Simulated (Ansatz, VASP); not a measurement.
## La (P6_3/mmc, 4 atoms in the cell) computed with different codes at matched settings

Self-consistent single point.

```yaml
crystal:
  lattice:
    - [1.88500, -3.26492, 0.00000]
    - [1.88500, 3.26492, 0.00000]
    - [0.00000, 0.00000, 12.16000]
  atoms:
    - { symbol: La, position: [0.00000, 0.00000, 0.50000] }
    - { symbol: La, position: [0.00000, 0.00000, 0.00000] }
    - { symbol: La, position: [0.33333, 0.66667, 0.25000] }
    - { symbol: La, position: [0.66667, 0.33333, 0.75000] }
```

Shared settings, as Ansatz (a first-principles code) writes them: kpoints.mp_grid.grid = 7 7 2; magnetization.spin_orbit = true; scf.occupations.method = fermi_dirac; scf.occupations.width = 0.0073 Ry. Potentials and cutoffs stand in the table.

```csv
code,model,pressure (GPa),cutoff
VASP,"PBE, spin-orbit coupling, VASP's PBE PAW potentials (set 64)",-0.41,300 eV
Ansatz,"PBE with spin-orbit coupling, default PAW files",-0.21,default
```

The spread over the programs that give each value: pressure within 0.20 GPa.

Ansatz's pressure is given at a fixed set of plane waves, as the other plane-wave codes print theirs.

VASP's run is marked for a possible Pulay error in its stress at this cutoff; no cutoff test was made.

The starting cell has typed, rounded lattice constants, without a prior relaxation at this level.

Left out of this page: Elk (not drawn, or without a comparable value).

Keys are those of Ansatz 0.2.
